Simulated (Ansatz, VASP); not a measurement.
**Two plane-wave programs on BeSn**

```
Be Sn
1.0
     0.00000    2.56673    2.56673
     2.56673    0.00000    2.56673
     2.56673    2.56673    0.00000
Be Sn
1 1
Direct
  0.00000 0.00000 0.00000
  0.50000 0.50000 0.50000
```

Alike in both runs: task single point; functional PBE; k mesh 6 × 6 × 6; occupations gaussian, width 0.1 eV; no spin polarisation.

|  | VASP | Ansatz |
| --- | --- | --- |
| version | VASP 6.6.1 | Ansatz 0.2.0 |
| potentials or method | VASP PAW PBE potentials, release 64 (Be, Sn_d) | scalar-relativistic, plane waves, PAW |
| plane-wave cutoff (eV) | 520 | 420 |
| valence electrons in the cell | 16 | 16 |

```tsv
	VASP	Ansatz	Ansatz less VASP
gap on the k mesh at the Fermi level (eV)	none	none	-
pressure (GPa)	5.6	5.6	+0.04
```

A gap of «none» marks a metal or a gap that the smearing closes.
